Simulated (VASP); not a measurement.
Given:

```
Pd
1.0
    0.00000     1.92791     1.92791
    1.92791     0.00000     1.92791
    1.92791     1.92791     0.00000
Pd
1
Direct
  0.00000   0.00000   0.00000
```

Calculation: SCAN meta-GGA, VASP's PBE PAW potentials (set 64) (plane waves; VASP). Run with 520 eV cut-off, 16×16×16 Γ-centred mesh, first-order Methfessel-Paxton smearing of 0.10 eV, potentials Pd.

Problem. Predict the energy per atom (σ→0), pressure, band gap (on the k-mesh) with the smallest direct gap where there is one.

Solution. 
| Quantity | Value |
|---|---|
| band gap (on the k-mesh) | none (metal, semimetal or under 0.01 eV) |
| energy per atom (σ→0) | -32.774 eV/atom |
| pressure | 6.36 GPa |

Total energies compare only between runs with the same potentials, cut-off and functional.

The compound is Pd in the fcc structure. This cell is one point of a volume scan, at 0.97 of the reference volume.
